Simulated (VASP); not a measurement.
Input for VASP

INCAR:
```
! general
SYSTEM   =  Sr
PREC     =  Accurate
ENCUT    =  520
LREAL    =  F
LASPH    =  T

! electronic loop
EDIFF    =  1E-6
NELM     =  100
ALGO     =  Normal
LMAXMIX  =  4

! smearing
ISMEAR   =  0
SIGMA    =  0.05

! functional
GGA      =  RE

! ions
IBRION   =  2
NSW      =  60
ISIF     =  3
EDIFFG   =  -0.01

! output
LWAVE    =  F
LCHARG   =  F
```

KPOINTS:
```
Automatic mesh
0
Gamma
7 7 7
0 0 0
```

POSCAR:
```
Sr
1.0
  0.0000000000   3.0587352470   3.0587352470
  3.0587352470   0.0000000000   3.0587352470
  3.0587352470   3.0587352470   0.0000000000
Sr
1
Direct
  0.0000000000   0.0000000000   0.0000000000
```

POTCAR, in this order: Sr_sv (PBE.64 set). Program: vasp_std.

Write an equivalent input for Quantum ESPRESSO's pw.x.

One equivalent input (not run):
```
&CONTROL
  calculation = 'vc-relax'
  pseudo_dir = './pseudo'
  outdir = './out'
  tprnfor = .true.
  tstress = .true.
  nstep = 60
  forc_conv_thr = 0.00039
/
&SYSTEM
  ibrav = 0
  nat = 1
  ntyp = 1
  ecutwfc = 68
  occupations = 'smearing'
  smearing = 'gaussian'
  degauss = 0.003675
  input_dft = 'revpbe'
/
&ELECTRONS
  conv_thr = 7.3e-08
  electron_maxstep = 100
/
&IONS
/
&CELL
/
ATOMIC_SPECIES
  Sr 87.620 Sr.upf
CELL_PARAMETERS angstrom
    -0.0000000    3.0587352    3.0587352
     3.0587352    0.0000000    3.0587352
     3.0587352    3.0587352    0.0000000
ATOMIC_POSITIONS crystal
  Sr   0.0000000  0.0000000  0.0000000
K_POINTS automatic
  7 7 7 0 0 0
```
Limits of the translation: the potentials are each code's own (VASP's PAW set, PseudoDojo norm-conserving files in pw.x), so ENCUT and ecutwfc are chosen apart and not converted; conv_thr bounds pw.x's estimated SCF error, while EDIFF bounds the energy change between steps; forc_conv_thr acts on force components and is met together with etot_conv_thr.

The compound is Sr in the fcc structure. This run relaxes it. Symmetry was kept, so distortions that lower it aren't found. The start is the result of an earlier pass.
